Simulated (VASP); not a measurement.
SiGe (relaxed from the layered h-BN type structure, space group P6_3/mmc): computed properties

Computed with PBEsol GGA, VASP's PBE PAW potentials (set 64) (plane waves; VASP).

```json
{
  "space_group": "P6_3/mmc (194)",
  "cell": "a = b = 3.940 Å, c = 8.812 Å, α = β = 90.00°, γ = 120.00°",
  "volume_per_atom": "29.61 Å³/atom",
  "band gap (over mesh and band path)": "none (metal, semimetal or under 0.01 eV)",
  "density": "2.82 g/cm³"
}
```

Space group P6₃/mmc (No. 194); a = b = 3.9396 Å, c = 8.8122 Å, α = β = 90.00°, γ = 120.00°

```csv
atom,site,symmetry,x,y,z
Si,2c,-6m2,0.3333,0.6667,0.2500
Ge,2d,-6m2,0.6667,0.3333,0.2500
```

The structure was generated: SiGe was put into the layered h-BN type type (P6_3/mmc), which need not be its known phase. It was relaxed first, which changed the volume by -9 %. Symmetry was kept, so distortions that lower it aren't found.
